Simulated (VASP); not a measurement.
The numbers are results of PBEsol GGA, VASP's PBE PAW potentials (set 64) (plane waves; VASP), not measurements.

A VASP calculation is set up with these files.

**INCAR**
```
SYSTEM = CoSn
PREC = Accurate; ENCUT = 400; LREAL = .FALSE.
LASPH = .TRUE.
EDIFF = 1E-8; NELM = 100; ALGO = Normal
LMAXMIX = 4
ISMEAR = 1; SIGMA = 0.1
GGA = PS
IBRION = 1; NSW = 30; ISIF = 2
EDIFFG = -0.001
LWAVE = .FALSE.; LCHARG = .FALSE.
```

**POSCAR**
```
CoSn
1
    2.6083467705    -4.5177890273     0.0000000000
    2.6083467705     4.5177890273    -0.0000000000
   -0.0000000000     0.0000000000     4.1649856556
Co Sn
3 3
Direct
  0.5000000000   1.0000000000   0.0000000000
  0.5000000000   0.5000000000   0.0000000000
  1.0000000000   0.5000000000   0.0000000000
  1.0000000000   1.0000000000   0.0000000000
  0.3333330000   0.6666670000   0.5000000000
  0.6666670000   0.3333330000   0.5000000000
```

File KPOINTS:
```
Automatic
0
Gamma
6 6 7
```

POTCAR, in this order: Co Sn_d (PBE.64 set). Program: vasp_std.

The resulting files:

**OUTCAR**
```
 ion  position               nearest neighbor table
   1  0.500  0.000  0.000-   5 2.57   6 2.57   5 2.57   6 2.57   2 2.61   4 2.61   2 2.61   4 2.61
                             3 2.61   3 2.61
   2  0.500  0.500  0.000-   5 2.57   6 2.57   5 2.57   6 2.57   1 2.61   3 2.61   1 2.61   3 2.61
                             4 2.61   4 2.61
   3  0.000  0.500  0.000-   5 2.57   6 2.57   5 2.57   6 2.57   2 2.61   4 2.61   4 2.61   2 2.61
                             1 2.61   1 2.61
   4  0.000  0.000  0.000-   1 2.61   3 2.61   3 2.61   1 2.61   2 2.61   2 2.61   6 3.66   5 3.66
                             6 3.66   5 3.66   5 3.66   5 3.66   6 3.66   6 3.66   6 3.66   5 3.66
   5  0.333  0.667  0.500-   1 2.57   3 2.57   1 2.57   3 2.57   2 2.57   2 2.57   6 3.01   6 3.01
                             6 3.01   4 3.66   4 3.66   4 3.66   4 3.66   4 3.66   4 3.66
   6  0.667  0.333  0.500-   1 2.57   3 2.57   1 2.57   3 2.57   2 2.57   2 2.57   5 3.01   5 3.01
                             5 3.01   4 3.66   4 3.66   4 3.66   4 3.66   4 3.66   4 3.66
  LATTYP: Found a hexagonal cell.
 ALAT       =     5.2166934518
 C/A-ratio  =     0.7983957068
 Subroutine PRICEL returns:
 Original cell was already a primitive cell.
 Subroutine GETGRP returns: Found 24 space group operations
The static configuration has the point symmetry D_6h.
The dynamic configuration has the point symmetry D_6h.
 Subroutine INISYM returns: Found 24 space group operations
 Subroutine IBZKPT returns following result:
 Found     28 irreducible k-points:

...
```

File OSZICAR:
```
       N       E                     dE             d eps       ncg     rms          rms(c)
DAV:   1     0.640363777145E+03    0.64036E+03   -0.27040E+04  2312   0.229E+03
DAV:   2     0.564599933682E+02   -0.58390E+03   -0.57107E+03  2296   0.587E+02
DAV:   3    -0.355567764939E+02   -0.92017E+02   -0.90132E+02  2382   0.222E+02
DAV:   4    -0.399409258509E+02   -0.43841E+01   -0.43450E+01  2704   0.547E+01
DAV:   5    -0.400818911357E+02   -0.14097E+00   -0.14087E+00  3278   0.891E+00    0.163E+01
DAV:   6    -0.416594744765E+02   -0.15776E+01   -0.41285E+01  2759   0.599E+01    0.162E+01
DAV:   7    -0.372081622834E+02    0.44513E+01   -0.20994E+01  2677   0.456E+01    0.548E+00
DAV:   8    -0.370024535212E+02    0.20571E+00   -0.18652E+00  2490   0.906E+00    0.156E+00
DAV:   9    -0.369752597199E+02    0.27194E-01   -0.19986E-01  2912   0.488E+00    0.651E-01
DAV:  10    -0.369740314429E+02    0.12283E-02   -0.14225E-02  2792   0.105E+00    0.399E-01
DAV:  11    -0.369723607004E+02    0.16707E-02   -0.21130E-03  3097   0.447E-01    0.109E-01
DAV:  12    -0.369723573105E+02    0.33900E-05   -0.30483E-04  2753   0.138E-01    0.267E-02
DAV:  13    -0.369723621554E+02   -0.48450E-05   -0.38935E-05  2907   0.664E-02    0.734E-03
DAV:  14    -0.369723624290E+02   -0.27352E-06   -0.26143E-06  2963   0.147E-02    0.384E-03
DAV:  15    -0.369723622209E+02    0.20809E-06   -0.50891E-07  2742   0.672E-03    0.671E-04
DAV:  16    -0.369723622309E+02   -0.10067E-07   -0.69332E-08  2614   0.254E-03    0.385E-04
DAV:  17    -0.369723622481E+02   -0.17131E-07   -0.50266E-09  1293   0.933E-04    0.751E-05
DAV:  18    -0.369723622514E+02   -0.33579E-08   -0.19338E-09  1248   0.384E-04
   1 F= -.36972362E+02 E0= -.36974182E+02  d E =-.369724E+02
```

**OUTCAR**
```
------------------------ aborting loop because EDIFF is reached ----------------------------------------
  FORCE on cell =-STRESS in cart. coord.  units (eV):
  Direction    XX          YY          ZZ          XY          YZ          ZX
  --------------------------------------------------------------------------------------
  Total        0.0408797      0.0408797     -0.0266100      0.0000000      0.0000000     -0.0000000
  in kB        0.6672416      0.6672416     -0.4343316      0.0000000      0.0000000     -0.0000000
  external PRESSURE =       0.3000505 kB  Pullay stress =       0.0000000 kB
  volume of cell :       98.16
      direct lattice vectors                 reciprocal lattice vectors
     2.608346770 -4.517789027  0.000000000     0.191692303 -0.110673605  0.000000000
     2.608346770  4.517789027  0.000000000     0.191692303  0.110673605  0.000000000
     0.000000000  0.000000000  4.164985656     0.000000000  0.000000000  0.240096865
 POSITION                                       TOTAL-FORCE (eV/Angst)
 -----------------------------------------------------------------------------------
      1.30417     -2.25889      0.00000         0.000000     -0.000000      0.000000
      2.60835      0.00000      0.00000         0.000000     -0.000000      0.000000
      1.30417      2.25889      0.00000         0.000000     -0.000000      0.000000
      0.00000      0.00000      0.00000         0.000000     -0.000000      0.000000
      2.60835      1.50593      2.08249        -0.000000      0.000000      0.000000
      2.60835     -1.50593      2.08249         0.000000     -0.000000      0.000000
 -----------------------------------------------------------------------------------
    total drift:                                0.000000      0.000000      0.000000
  FREE ENERGIE OF THE ION-ELECTRON SYSTEM (eV)
  ---------------------------------------------------
  free  energy   TOTEN  =       -36.9723622514 eV

  energy  without entropy=      -36.9778219402  energy(sigma->0) =      -36.97418215

 reached required accuracy - stopping structural energy minimisation
```
(Selected blocks of OUTCAR.)

OUTCAR:
```
 val. band max:       10.2404317592   @ k =   0.3333   0.0000   0.2857

 cond. band min:      10.3430892546   @ k =   0.3333   0.3333   0.2857


 Fermi energy:        10.2533804026

 k-point     1 :       0.0000    0.0000    0.0000
  band No.  band energies     occupation
      1     -11.1634      2.00000
      2     -11.0726      2.00000
      3     -11.0726      2.00000
      4     -11.0486      2.00000
      5     -11.0486      2.00000
      6     -10.9798      2.00000
      7     -10.9637      2.00000
      8     -10.9637      2.00000
      9     -10.9398      2.00000
     10     -10.9397      2.00000
     11     -10.8852      2.00000
     12     -10.8852      2.00000
     13     -10.8609      2.00000
     14     -10.8609      2.00000
     15     -10.8062      2.00000
     16      -1.4122      2.00000
     17       3.3790      2.00000
     18       4.9833      2.00000
     19       6.0261      2.00000
     20       6.0262      2.00000
     21       6.7172      2.00000
     22       7.1315      2.00000
     23       7.5228      2.00000
     24       7.5228      2.00000
     25       7.6122      2.00000
     26       8.1427      2.00000
     27       8.1427      2.00000
     28       8.5866      2.00000
     29       8.5867      2.00000
     30       9.7694      2.00000
     31       9.7913      2.00000
     32       9.7913      2.00000
     33       9.8142      2.00000
     34       9.8143      2.00000
     35      10.7616     -0.00000
     36      10.9156     -0.00000
     37      11.6545     -0.00000
     38      11.6546     -0.00000
     39      13.2259      0.00000
     40      13.9667      0.00000
     41      15.4949      0.00000

 k-point     2 :       0.1667   -0.0000    0.0000
  band No.  band energies     occupation
      1     -11.1605      2.00000
      2     -11.0954      2.00000
      3     -11.0873      2.00000
      4     -11.0539      2.00000
      5     -11.0499      2.00000
      6     -10.9956      2.00000
      7     -10.9579      2.00000
...
```

Unless said otherwise, spin-orbit coupling is left out, though it shifts the bands of the heavy elements here.

The compound is CoSn in the sg191 structure. It was relaxed first. The start is the result of an earlier pass. The run is not spin-polarised, so no magnetic state was tried. The electron count is odd and the run is not spin-polarised, which forces a metal.
